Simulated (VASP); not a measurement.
# BeRu (P-6m2) in VASP: reference runs

Aim: a first look at BeRu with PBE, on the cell as given.

All numbers are computed with VASP 6.6.1; they aren't measurements. Logs are shortened: lines on timing, memory, paths and dates and some standing lists are left out, and cuts for length are marked.

**1. The structure**

The structure is hexagonal, space group P-6m2 (No. 187). The conventional cell has a = 2.499 Å, b = 2.499 Å, c = 3.796 Å, α = 90.00°, β = 90.00°, γ = 120.00°. Be (site symmetry -6m2) has 6 Ru at 2.38 Å and 6 Be at 2.50 Å as nearest neighbours. Ru (site symmetry -6m2) is surrounded by 6 Be at 2.38 Å and 6 Ru at 2.50 Å.

The cell was built by a generator and needn't be a form met in nature.

**2. Single point, PBE**

The input, INCAR:

```
PREC     = Accurate       # precision mode
ENCUT    = 520            # plane-wave cutoff, eV
EDIFF    = 1E-7           # SCF threshold, eV
ISMEAR   = -1             # smearing method
SIGMA    = 0.05           # smearing width, eV
LREAL    = F              # projectors in reciprocal space
LASPH    = T              # aspherical terms in the spheres
NELM     = 60             # most SCF steps
ALGO     = Normal         # electronic algorithm
ISIF     = 2              # what is computed and relaxed
LWAVE    = F              # write WAVECAR
LCHARG   = F              # write CHGCAR
GGA      = PE             # functional
NBANDS   = 15             # bands
```

The input, KPOINTS:

```
Automatic mesh
0
Gamma
  12 12 7
```

The input, POSCAR:

```
BeRu
1.0
    2.4993717800      0.0000000000      0.0000000000
   -1.2496858900      2.1645194500      0.0000000000
    0.0000000000      0.0000000000      3.7955181000
Be Ru
1 1
Direct
    0.0000000000      0.0000000000      0.5000000000
    0.6666666700      0.3333333300      0.0000000000
```

Potentials or basis: VASP PAW PBE potentials, release 64 (Be, Ru_pv).

Run with:

```
$ cat potpaw_PBE.64/Be/POTCAR potpaw_PBE.64/Ru_pv/POTCAR > POTCAR
$ mpirun -np 1 vasp_std > vasp.out
```

OUTCAR:

```text
PREC = Accurate
   ENCUT = 520
   EDIFF = 1E-7
   ISMEAR = -1
   LREAL = F
   LASPH = T
   NELM = 60
   ISIF = 2
   GGA = PE

 ion  position               nearest neighbor table
   1  0.000  0.000  0.500-   2 2.38   2 2.38   2 2.38   2 2.38   2 2.38   2 2.38
   2  0.667  0.333  0.000-   1 2.38   1 2.38   1 2.38   1 2.38   1 2.38   1 2.38

  LATTYP: Found a hexagonal cell.
 ALAT       =     2.4993717800
 C/A-ratio  =     1.5185888432

  Lattice vectors:

 A1 = (   2.4993717800,   0.0000000000,   0.0000000000)
 A2 = (  -1.2496858900,   2.1645194500,   0.0000000000)
 A3 = (   0.0000000000,   0.0000000000,   3.7955181000)

Analysis of symmetry for initial positions (statically):
=====================================================================
 Subroutine PRICEL returns:
 Original cell was already a primitive cell.

 Routine SETGRP: Setting up the symmetry group for a
 hexagonal supercell.

 Subroutine GETGRP returns: Found 12 space group operations
 (whereof 12 operations were pure point group operations)
 out of a pool of 24 trial point group operations.

The static configuration has the point symmetry D_3h.

Analysis of symmetry for dynamics (positions and initial velocities):
=====================================================================
 Subroutine PRICEL returns:
 Original cell was already a primitive cell.

 Routine SETGRP: Setting up the symmetry group for a
 hexagonal supercell.

 Subroutine GETGRP returns: Found 12 space group operations
 (whereof 12 operations were pure point group operations)
 out of a pool of 24 trial point group operations.

The dynamic configuration has the point symmetry D_3h.

 Subroutine INISYM returns: Found 12 space group operations
 (whereof 12 operations are pure point group operations),
 and found     1 'primitive' translations

----------------------------------------------------------------------------------------

                                     Primitive cell

  volume of cell :      20.5335

  direct lattice vectors                    reciprocal lattice vectors
     2.499371780  0.000000000  0.000000000     0.400100540  0.230998155  0.000000000
    -1.249685890  2.164519450  0.000000000     0.000000000  0.461996311  0.000000000
     0.000000000  0.000000000  3.795518100     0.000000000  0.000000000  0.263468642

  length of vectors
     2.499371780  2.499371776  3.795518100     0.461996310  0.461996311  0.263468642

  position of ions in fractional coordinates (direct lattice)
     0.000000000  0.000000000  0.500000000
     0.666666670  0.333333330  0.000000000

  ion indices of the primitive-cell ions
   primitive index   ion index
                 1           1
                 2           2

----------------------------------------------------------------------------------------

 KPOINTS: Automatic mesh

Automatic generation of k-mesh.
 Grid dimensions read from file:
 generate k-points for:   12   12    7

 Generating k-lattice:

  Cartesian coordinates                     Fractional coordinates (reciprocal lattice)
     0.033341712  0.019249846  0.000000000     0.083333333  0.000000000  0.000000000
     0.000000000  0.038499693  0.000000000     0.000000000  0.083333333  0.000000000
     0.000000000  0.000000000  0.037638377     0.000000000  0.000000000  0.142857143

  Length of vectors
     0.038499692  0.038499693  0.037638377

  Shift w.r.t. Gamma in fractional coordinates (k-lattice)
     0.000000000  0.000000000  0.000000000

 Subroutine IBZKPT returns following result:
 ===========================================

 Found     76 irreducible k-points:

 Following reciprocal coordinates:
            Coordinates               Weight
  0.000000  0.000000  0.000000      1.000000
  0.083333  0.000000  0.000000      6.000000
  0.166667  0.000000  0.000000      6.000000
  0.250000  0.000000  0.000000      6.000000
  0.333333  0.000000  0.000000      6.000000
  0.416667  0.000000  0.000000      6.000000
[... 16 lines left out ...]
  0.250000  0.000000  0.142857     12.000000
  0.333333  0.000000  0.142857     12.000000
 [... further k-points ...]
   k-points           NKPTS =     76   k-points in BZ     NKDIM =     76   number of bands    NBANDS=     15
   number of dos      NEDOS =    301   number of ions     NIONS =      2
   total plane-waves  NPLWV =  11200
   dimension x,y,z NGX =    20 NGY =   20 NGZ =   28
   dimension x,y,z NGXF=    40 NGYF=   40 NGZF=   56
   ions per type =               1   1
   NGX,Y,Z   is equivalent  to a cutoff of  13.30, 13.30, 12.26 a.u.
   NGXF,Y,Z  is equivalent  to a cutoff of  26.61, 26.61, 24.53 a.u.
 SYSTEM =  unknown system
   PREC   = accura    normal or accurate (medium, high low for compatibility)
   ISTART =      0    job   : 0-new  1-cont  2-samecut
   ICHARG =      2    charge: 1-file 2-atom 10-const
   ISPIN  =      1    spin polarized calculation?
   LNONCOLLINEAR =      F non collinear calculations
   LSORBIT =      F    spin-orbit coupling
   LASPH  =      T    aspherical Exc in radial PAW
   ENCUT  =  520.0 eV  38.22 Ry    6.18 a.u.   4.65  4.65  7.06*2*pi/ulx,y,z
   NELM   =     60;   NELMIN=  2; NELMDL= -5     # of ELM steps
   EDIFF  = 0.1E-06   stopping-criterion for ELM
   LREAL  =      F    real-space projection
   EDIFFG = 0.1E-05   stopping-criterion for IOM
   NSW    =      0    number of steps for IOM
   IBRION =     -1    ionic relax: 0-MD 1-quasi-New 2-CG
   NFREE  =      0    steps in history (QN), initial steepest desc. (CG)
   ISIF   =      2    stress and relaxation
   ISYM   =      2    0-nonsym 1-usesym 2-fastsym
   POTIM  = 0.5000    time-step for ionic-motion
   TEBEG  =    0.0;   TEEND  =   0.0 temperature during run
   PSTRESS=    0.0 pullay stress
   NELECT =      16.0000    total number of electrons
   NUPDOWN=      -1.0000    fix difference up-down
   EMIN   =  10.00;   EMAX   =-10.00  energy-range for DOS
   EFERMI =   0.00;   METHOD = LEGACY
   ISMEAR =    -1;   SIGMA  =   0.05  broadening in eV -4-tet -1-fermi 0-gaus
   EFERMI_NEDOS =   21; number of points for ismear=-14 and -15
   IALGO  =     38    algorithm
   IMIX   =      4    mixing-type and parameters
     AMIX     =   0.40;   BMIX     =  1.00
     AMIX_MAG =   1.60;   BMIX_MAG =  1.00
  volume/ion in A,a.u.               =      10.27        69.28
  Fermi-wavevector in a.u.,A,eV,Ry     =   1.506470  2.846815 30.877748  2.269450
  Thomas-Fermi vector in A             =   2.617183
   LORBIT       =      0    0 simple, 1 ext, 2 COOP (PROOUT), +10 PAW based schemes
   GGA     = PE    functional components
   LHFCALC =     F    Hartree Fock is set to
   AEXX    =    0.0000 exact exchange contribution
   IVDW    =     0    specifies the selected vdW correction
   LEPSILON=     F    determine dielectric tensor
   LRPA    =     F    only Hartree local field effects (RPA)
 non-spin polarized calculation
  energy-cutoff  :      520.00
  volume of cell :       20.53
 maximum number of plane-waves:       567
 NGX is ok and might be reduce to    20
   NGX =  9   NGY =  9   NGZ = 15

 number of electron      16.0000003 magnetization

 Free energy of the ion-electron system (eV)
  ---------------------------------------------------
  ext. energy  EPLUGINS =         0.00000000
  ---------------------------------------------------
  free energy    TOTEN  =       -12.65633060 eV

  energy without entropy =      -12.64109797  energy(sigma->0) =      -12.64871429

 E-fermi :  11.0348     XC(G=0): -12.9907

 val. band max:       11.0157428198   @ k =   0.2500   0.0000   0.2857
 cond. band min:      11.0392938950   @ k =   0.2500   0.0000   0.4286
 fundamental gap:      0.0235510752
 Fermi energy:        11.0347689159

 k-point     1 :       0.0000    0.0000    0.0000
  band No.  band energies     occupation
      1     -31.7400      2.00000
      2     -30.9700      2.00000
      3     -30.9700      2.00000
      4       1.7860      2.00000
      5       5.4300      2.00000
      6       8.7071      2.00000
      7       8.7071      2.00000
      8      10.4306      1.99999
      9      12.0266      0.00000
     10      12.0266      0.00000
     11      20.1328      0.00000
     12      21.9518      0.00000
     13      25.1943      0.00000
     14      25.1943      0.00000
     15      27.3131      0.00000

 k-point     2 :       0.0833    0.0000    0.0000
  band No.  band energies     occupation
      1     -31.7230      2.00000
      2     -31.0814      2.00000
      3     -30.9951      2.00000
      4       2.0085      2.00000
      5       5.6809      2.00000
      6       8.4656      2.00000
      7       8.9831      2.00000
      8       9.5783      2.00000
      9      11.9409      0.00000
     10      12.9497      0.00000
     11      20.1015      0.00000
     12      21.9518      0.00000
     13      24.3360      0.00000
     14      24.6202      0.00000
     15      27.9857      0.00000

 k-point     3 :       0.1667    0.0000    0.0000
  band No.  band energies     occupation
      1     -31.6764      2.00000
      2     -31.3800      2.00000
      3     -31.0632      2.00000
      4       2.6196      2.00000
      5       6.2442      2.00000
      6       8.0698      2.00000
      7       8.3574      2.00000
      8       9.7800      2.00000
      9      11.7138      0.00000
     10      14.3865      0.00000
     11      19.8533      0.00000
     12      21.9512      0.00000
     13      22.5041      0.00000
     14      23.4195      0.00000
     15      29.3179      0.00000

 k-point     4 :       0.2500    0.0000    0.0000
  band No.  band energies     occupation
      1     -31.7758      2.00000
      2     -31.6122      2.00000
      3     -31.1550      2.00000
      4       3.4836      2.00000
      5       6.2302      2.00000
      6       7.2776      2.00000
      7       8.6056      2.00000
      8      10.9979      1.35295
      9      11.4182      0.00093
     10      15.8256      0.00000
     11      18.6814      0.00000
     12      21.3577      0.00000
     13      21.9525      0.00000
     14      22.1867      0.00000
     15      27.8567      0.00000
[... 307 lines left out ...]
 k-point    22 :       0.1667    0.0000    0.1429
  band No.  band energies     occupation
      1     -31.6792      2.00000
      2     -31.3799      2.00000
      3     -31.0631      2.00000
      4       2.8490      2.00000
      5       6.1814      2.00000
      6       8.0571      2.00000
      7       8.3245      2.00000
      8       9.7900      2.00000
      9      11.6612      0.00001
     10      13.5732      0.00000
     11      20.6563      0.00000
     12      21.9514      0.00000
     13      22.8039      0.00000
     14      23.5754      0.00000
     15      29.1465      0.00000

 k-point    23 :       0.2500    0.0000    0.1429
  band No.  band energies     occupation
      1     -31.7757      2.00000
      2     -31.6150      2.00000
      3     -31.1549      2.00000
      4       3.6713      2.00000
      5       6.1537      2.00000
      6       7.3682      2.00000
      7       8.6307      2.00000
      8      11.0027      1.31053
      9      11.3553      0.00329
     10      14.5576      0.00000
     11      19.3443      0.00000
     12      21.9494      0.00000
     13      22.1465      0.00000
     14      22.4427      0.00000
     15      27.7631      0.00000

 k-point    24 :       0.3333    0.0000    0.1429
  band No.  band energies     occupation
      1     -32.1585      2.00000
      2     -31.5501      2.00000
      3     -31.2456      2.00000
      4       4.4449      2.00000
      5       5.7190      2.00000
      6       6.7389      2.00000
      7       9.8637      2.00000
      8      11.0505      0.84389
      9      12.4498      0.00000
     10      15.2182      0.00000
     11      18.0533      0.00000
     12      21.4780      0.00000
     13      21.9426      0.00000
     14      21.9963      0.00000
     15      26.4796      0.00000

 [... further k-points ...]

------------------------ aborting loop because EDIFF is reached ----------------------------------------

  FORCE on cell =-STRESS in cart. coord.  units (eV):
  Direction    XX          YY          ZZ          XY          YZ          ZX
  --------------------------------------------------------------------------------------
  -------------------------------------------------------------------------------------
  Total        6.4682766      6.4682766      1.2301952     -0.0000000     -0.0000000     -0.0000000
  in kB      504.7028372    504.7028348     95.9889376     -0.0000000     -0.0000000     -0.0000000
  external PRESSURE =     368.4648699 kB  Pullay stress =       0.0000000 kB

 VOLUME and BASIS-vectors are now :
 -----------------------------------------------------------------------------
  energy-cutoff  :      520.00
  volume of cell :       20.53
      direct lattice vectors                 reciprocal lattice vectors
     2.499371780  0.000000000  0.000000000     0.400100540  0.230998155  0.000000000
    -1.249685890  2.164519450  0.000000000     0.000000000  0.461996311  0.000000000
     0.000000000  0.000000000  3.795518100     0.000000000  0.000000000  0.263468642

 POSITION                                       TOTAL-FORCE (eV/Angst)
 -----------------------------------------------------------------------------------
      0.00000      0.00000      1.89776         0.000000     -0.000000      0.000000
      1.24969      0.72151      0.00000        -0.000000      0.000000      0.000000
 -----------------------------------------------------------------------------------
    total drift:                               -0.000010      0.000006      0.000000

  FREE ENERGIE OF THE ION-ELECTRON SYSTEM (eV)
  ---------------------------------------------------
  free  energy   TOTEN  =       -12.6563306029 eV

  energy  without entropy=      -12.6410979710  energy(sigma->0) =      -12.64871429
```

It took 20 s on 1 thread of Intel Xeon Platinum 8259CL at 2.50GHz (Skylake/Cascade Lake), shared host; peak memory 0.15 GiB.

Results:

| Item | Value |
| --- | --- |
| Free energy | -12.6563 eV |
| Pressure | 36.8 GPa |
| Band gap on the k mesh | none (metal or under the smearing width) |

Levels at points of the mesh, in eV from the Fermi level:
```
           k point  band 6  band 7  band 8  band 9  band 10  band 11
(0.00, 0.00, 0.00)   -2.33   -2.33   -0.60    0.99     0.99     9.10
(0.50, 0.00, 0.00)   -4.31   -0.91   -0.16    3.25     5.47     7.38
```

Caveat: a pressure of tens of GPa on the cell as given is suspect, and the run, the potentials or the cell itself is likely at fault.
